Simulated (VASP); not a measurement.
Consider the following.

```
CELL_PARAMETERS angstrom
      3.99000     0.00000     0.00000
      0.00000     3.99000     0.00000
      0.00000     0.00000     3.99000
ATOMIC_POSITIONS crystal
  Zr 0.00000 0.00000 0.00000
  Pt 0.00000 0.50000 0.50000
  Pt 0.50000 0.00000 0.50000
  Pt 0.50000 0.50000 0.00000
```

These are PBEsol GGA, VASP's PBE PAW potentials (set 64) (plane waves; VASP) values and carry that method's errors. Numerical set-up: 300 eV cut-off, 11×11×11 Γ-centred mesh, Gaussian smearing of 0.10 eV, potentials Zr_sv Pt.

Q: Give the energies of bands 11 to 24 at the high-symmetry points, in eV from the Fermi level.

A: 
```csv
band,Γ,X,M,R
11,-6.95,-5.08,-4.93,-4.73
12,-4.06,-5.08,-4.93,-4.02
13,-4.06,-4.71,-4.73,-4.02
14,-4.06,-4.71,-4.73,-4.02
15,-2.13,-3.86,-4.56,-3.60
16,-2.13,-3.36,-3.58,-3.60
17,-1.13,-3.13,-3.41,-1.44
18,-0.55,-3.06,-3.41,-1.02
19,-0.55,-3.06,-3.10,-1.02
20,-0.55,-1.86,-2.88,-1.02
21,1.44,-0.55,-2.62,-0.47
22,1.44,-0.07,0.68,-0.47
23,1.44,-0.07,0.68,-0.47
24,2.12,1.24,0.87,1.36
```

It has no gap at this level: it comes out as a metal or semimetal.

The structure comes from a measured ZrPt3 entry of the Crystallography Open Database, whose conditions weren't checked. The cell was not relaxed at this level.
